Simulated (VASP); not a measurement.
Here is a VASP 6.6.1 calculation.

File INCAR:

```
PREC = Accurate
ENCUT = 520
EDIFF = 1E-7
ISMEAR = 0
SIGMA = 0.02
LREAL = False
LASPH = True
NELM = 60
ALGO = Normal
ISIF = 2
LWAVE = False
LCHARG = False
GGA = PE
NBANDS = 21
```

File KPOINTS:

```
Automatic mesh
0
Gamma
  6 6 6
```

The input POSCAR:

```
Ge
1.0
    0.0000000000      2.8289100000      2.8289100000
    2.8289100000      0.0000000000      2.8289100000
    2.8289100000      2.8289100000      0.0000000000
Ge
2
Direct
    0.0000000000      0.0000000000      0.0000000000
    0.2500000000      0.2500000000      0.2500000000
```

Potentials or basis: VASP PAW PBE potentials, release 64 (Ge_d).

Command:

```console
$ cat potpaw_PBE.64/Ge_d/POTCAR > POTCAR
$ mpirun -np 1 vasp_std > vasp.out
```

Task: Estimate the band gap on the k mesh.

Result: 0.04 eV, direct.

Task: Predict the pressure.

Result: 3.5 GPa.

**Measured values to compare with.**

From “Electronic and optical properties of SixGe1-x-ySny alloys lattice-matched to Ge”, 2021, arxiv:2109.02782, for a bulk crystal of Ge at 293 K: band gap 0.666 eV (indirect).

Measured gap of Ge: 0.666 eV (indirect; 293 K; “Electronic and optical properties of SixGe1-x-ySny alloys lattice-matched to Ge”, 2021, arxiv:2109.02782). This calculation gives 0.04 eV (-0.63 eV). 3 values of this kind are on record (0.666 to 0.807 eV); this one was drawn at random among those near their median. Spin-orbit coupling on Ge is left out. The value is that of PBE on a finite k mesh, which can miss the band edges, without temperature or zero-point motion. Semilocal functionals fall short of measured gaps as a rule.
